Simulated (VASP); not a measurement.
OSZICAR of a VASP run on V (bcc):

**OSZICAR**
```
       N       E                     dE             d eps       ncg     rms          rms(c)
DAV:   1     0.785757532876E+02    0.78576E+02   -0.70061E+03  2900   0.135E+03
DAV:   2    -0.980134526257E+01   -0.88377E+02   -0.86556E+02  2970   0.354E+02
DAV:   3    -0.111123303461E+02   -0.13110E+01   -0.12795E+01  3018   0.507E+01
DAV:   4    -0.111209275629E+02   -0.85972E-02   -0.85958E-02  2942   0.423E+00
DAV:   5    -0.111210160750E+02   -0.88512E-04   -0.88511E-04  3018   0.437E-01    0.206E+01
DAV:   6    -0.966309857503E+01    0.14579E+01   -0.56343E+00  2914   0.361E+01    0.225E+00
DAV:   7    -0.963958393004E+01    0.23515E-01   -0.27043E-02  2924   0.218E+00    0.108E+00
DAV:   8    -0.963016313183E+01    0.94208E-02   -0.74017E-03  2918   0.155E+00    0.115E-01
DAV:   9    -0.963018588169E+01   -0.22750E-04   -0.14757E-04  2922   0.198E-01    0.352E-02
DAV:  10    -0.963019251229E+01   -0.66306E-05   -0.10511E-05  2916   0.429E-02    0.173E-03
DAV:  11    -0.963019262220E+01   -0.10990E-06   -0.49562E-08  1582   0.392E-03    0.783E-04
DAV:  12    -0.963019262801E+01   -0.58117E-08   -0.66970E-09  1456   0.131E-03
   1 F= -.88276110E+01 E0= -.88273934E+01  d E =-.882761E+01
       N       E                     dE             d eps       ncg     rms          rms(c)
DAV:   1    -0.117574480677E+02   -0.21273E+01   -0.48074E+01  2900   0.121E+02    0.199E+01
DAV:   2    -0.958086779004E+01    0.21766E+01   -0.76041E+00  2910   0.451E+01    0.350E+00
DAV:   3    -0.953838932983E+01    0.42478E-01   -0.96272E-02  2914   0.448E+00    0.275E+00
DAV:   4    -0.952749760875E+01    0.10892E-01   -0.21016E-02  2902   0.207E+00    0.142E-01
DAV:   5    -0.952763164994E+01   -0.13404E-03   -0.96099E-04  2938   0.453E-01    0.703E-02
DAV:   6    -0.952757972244E+01    0.51928E-04   -0.35285E-05  2912   0.867E-02    0.475E-03
DAV:   7    -0.952757913362E+01    0.58882E-06   -0.19214E-06  2938   0.203E-02    0.219E-03
DAV:   8    -0.952757953882E+01   -0.40520E-06   -0.13939E-08  1454   0.189E-03    0.849E-05
DAV:   9    -0.952757953570E+01    0.31262E-08   -0.94115E-10  1450   0.549E-04
   2 F= -.88042818E+01 E0= -.88048317E+01  d E =0.233292E-01
       N       E                     dE             d eps       ncg     rms          rms(c)
DAV:   1    -0.105000072541E+02   -0.97243E+00   -0.19655E+01  2900   0.820E+01    0.106E+01
DAV:   2    -0.962675789849E+01    0.87325E+00   -0.38553E+00  2904   0.286E+01    0.165E+00
DAV:   3    -0.961730925905E+01    0.94486E-02   -0.10883E-02  2900   0.143E+00    0.995E-01
DAV:   4    -0.961327541246E+01    0.40338E-02   -0.88923E-03  2902   0.130E+00    0.114E-01
DAV:   5    -0.961329316078E+01   -0.17748E-04   -0.19193E-04  2936   0.212E-01    0.230E-02
DAV:   6    -0.961328643779E+01    0.67230E-05   -0.24039E-05  2910   0.700E-02    0.200E-03
DAV:   7    -0.961328628926E+01    0.14853E-06   -0.18403E-07  2412   0.611E-03    0.192E-03
DAV:   8    -0.961328600967E+01    0.27958E-06   -0.34409E-08  1450   0.279E-03    0.239E-04
DAV:   9    -0.961328600666E+01    0.30120E-08   -0.22055E-09  1450   0.813E-04
   3 F= -.88420935E+01 E0= -.88421773E+01  d E =-.144825E-01
       N       E                     dE             d eps       ncg     rms          rms(c)
DAV:   1    -0.961281140759E+01    0.47460E-03   -0.30243E-03  2900   0.989E-01    0.141E-01
DAV:   2    -0.961267283124E+01    0.13858E-03   -0.59029E-04  2910   0.366E-01    0.257E-02
DAV:   3    -0.961267152216E+01    0.13091E-05   -0.17765E-06  2896   0.189E-02    0.156E-02
DAV:   4    -0.961267093628E+01    0.58588E-06   -0.13944E-06  2902   0.158E-02    0.113E-03
DAV:   5    -0.961267087591E+01    0.60367E-07   -0.23038E-08  1450   0.234E-03
   4 F= -.88420977E+01 E0= -.88421892E+01  d E =-.144867E-01
```

Q: Which electronic solver shows in the log?

A: It is blocked Davidson (ALGO = Normal, or the opening steps of other solvers). The INCAR had ALGO = Normal.

Q: How was spin treated?

A: Without spin polarisation: there is no mag entry.

Q: Can the final energy be trusted as converged?

A: The calculation finished and met its thresholds. It stopped with EDIFF = 1E-7, NELM = 100, NSW = 40 and EDIFFG = -0.01 after 4 ionic steps (PBEsol GGA, plane waves, VASP's PBE PAW potentials (set 64)). Energy and stress use the plane-wave basis of the starting cell.

The compound is V in the bcc structure. This run relaxes it under an external pressure of 10 GPa. Symmetry was kept, so distortions that lower it aren't found. The run is not spin-polarised, so no magnetic state was tried.
